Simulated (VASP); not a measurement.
Consider the following.

```xyz
4
Lattice="4.1688 0.0000 0.0000 -2.0844 3.6103 0.0000 0.0000 0.0000 6.7796" Properties=species:S:1:pos:R:3 pbc="T T T"
Cd     2.0844     1.2034     3.3913
Cd     0.0000     2.4069     0.0015
S      2.0844     1.2034     5.9442
S      0.0000     2.4069     2.5544
```

All values below come from PBE GGA, VASP's PBE PAW potentials (set 64) (plane waves; VASP). Numerical set-up: 300 eV cut-off, 9×9×5 Γ-centred mesh, Gaussian smearing of 0.010 eV, potentials Cd S.

At this cut-off the stress carries a Pulay error, which pulls relaxed volumes low.

Question: Give the stress tensor in GPa (positive for a compressed cell).

Answer: 
```
1.33  0.00  0.00
0.00  1.33  0.00
0.00  0.00  1.40
```
The pressure is its mean diagonal, 1.35 GPa.

The structure comes from a computed database's CdS entry (P6_3mc); how it stands against other phases isn't given here. The cell was not relaxed at this level.
